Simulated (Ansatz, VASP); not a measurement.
## Sc5W: VASP beside Ansatz

```
Sc W
1.0
     0.00000    4.04322    4.04322
     4.04322    0.00000    4.04322
     4.04322    4.04322    0.00000
Sc W
5 1
Direct
  0.12229 0.12229 0.12229
  0.12229 0.12229 0.63314
  0.12229 0.63314 0.12229
  0.63314 0.12229 0.12229
  0.50000 0.50000 0.50000
  0.75000 0.75000 0.75000
```

Alike in both runs: functional PBE; k mesh 4 × 4 × 4; occupations gaussian, width 0.1 eV; no spin polarisation.

Ansatz relaxed the structure, and its values are those at the end. VASP's run is a single point on that final structure, the one shown.

|  | VASP | Ansatz |
| --- | --- | --- |
| version | VASP 6.6.1 | Ansatz 0.2.0 |
| potentials or method | VASP PAW PBE potentials, release 64 (Sc_sv, W_sv) | scalar-relativistic, plane waves, PAW |
| plane-wave cutoff (eV) | 520 | 420 |
| valence electrons in the cell | 69 | 69 |

```csv
,VASP,Ansatz,Ansatz less VASP
gap on the k mesh at the Fermi level (eV),none,none,-
pressure (GPa),0.1,0.0,-0.09
rms of the force components (eV/Å),0.006,0.001,-0.0059
```

A gap of «none» marks a metal or a gap that the smearing closes.

Spin-orbit coupling is left out, which matters for the levels of W.
